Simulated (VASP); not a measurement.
Data:

```xyz
6
Lattice="5.4388 0.0000 0.0000 -2.7194 4.7101 0.0000 0.0000 0.0000 3.0106" Properties=species:S:1:pos:R:3 pbc="T T T"
Lu     0.0000     0.0000     0.0000
B      2.7194     1.5700     0.0000
B      0.0000     3.1401     0.0000
Ru     2.7194     0.0000     1.5053
Ru     1.3597     2.3551     1.5053
Ru    -1.3597     2.3551     1.5053
```

Level of theory: PBEsol GGA, VASP's PBE PAW potentials (set 64) (plane waves; VASP). Numerical set-up: 400 eV cut-off, 6×6×9 Γ-centred mesh, Gaussian smearing of 0.27 eV, potentials Lu_3 B Ru_pv.

At this cut-off the stress carries a Pulay error, which pulls relaxed volumes low.

### Question
What does the run give for the energy per atom (σ→0), pressure, band gap (on the k-mesh) with the smallest direct gap where there is one?

### Answer

| Property | Result |
|---|---|
| band gap (on the k-mesh) | none (metal, semimetal or under 0.01 eV) |
| energy per atom (σ→0) | -8.730 eV/atom |
| pressure | -4.21 GPa |

The absolute energy has meaning only against runs of the same code, potentials and settings.

The structure comes from a computed database's LuB2Ru3 entry (P6/mmm); how it stands against other phases isn't given here. The cell was not relaxed at this level. The electron count is odd and the run is not spin-polarised, which forces a metal.
